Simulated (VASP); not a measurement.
A VASP calculation is set up with these files.

**INCAR**
```
SYSTEM = PbO
PREC = Accurate
ENCUT = 520
EDIFF = 1E-6
NELM = 100
ALGO = Normal
LREAL = .FALSE.
LASPH = .TRUE.
ISMEAR = 0
SIGMA = 0.05
GGA = PE
LMAXMIX = 4
LWAVE = .FALSE.
LCHARG = .FALSE.
ISIF = 2
```

File KPOINTS:
```
K-points
0
gamma
 5 5 4
0 0 0
```

File POSCAR:
```
PbO
1
    4.0596000000     0.0000000000     0.0000000000
    0.0000000000     4.0596000000     0.0000000000
    0.0000000000     0.0000000000     5.1204000000
Pb O
2 2
Direct
  0.5000000000   0.0000000000   0.7650000000
  0.0000000000   0.5000000000   0.2350000000
  0.5000000000   0.5000000000   0.0000000000
  0.0000000000   0.0000000000   0.0000000000
```

POTCAR, in this order: Pb_d O (PBE.64 set). Program: vasp_std.

Write an equivalent input for Quantum ESPRESSO's pw.x.

One equivalent input (not run):
```
&CONTROL
  calculation = 'scf'
  pseudo_dir = './pseudo'
  outdir = './out'
  tprnfor = .true.
  tstress = .true.
/
&SYSTEM
  ibrav = 0
  nat = 4
  ntyp = 2
  ecutwfc = 84
  occupations = 'smearing'
  smearing = 'gaussian'
  degauss = 0.003675
  input_dft = 'pbe'
/
&ELECTRONS
  conv_thr = 7.3e-08
  electron_maxstep = 100
/
ATOMIC_SPECIES
  Pb 207.200 Pb.upf
  O 15.999 O.upf
CELL_PARAMETERS angstrom
     4.0596000    0.0000000    0.0000000
     0.0000000    4.0596000    0.0000000
     0.0000000    0.0000000    5.1204000
ATOMIC_POSITIONS crystal
  Pb   0.5000000  0.0000000  0.7650000
  Pb   0.0000000  0.5000000  0.2350000
  O    0.5000000  0.5000000  0.0000000
  O    0.0000000  0.0000000  0.0000000
K_POINTS automatic
  5 5 4 0 0 0
```
What does not carry over: the potentials are each code's own (VASP's PAW set, PseudoDojo norm-conserving files in pw.x), so ENCUT and ecutwfc are chosen apart and not converted; conv_thr bounds pw.x's estimated SCF error, while EDIFF bounds the energy change between steps.

The compound is PbO in the litharge structure. The cell was not relaxed at this level.
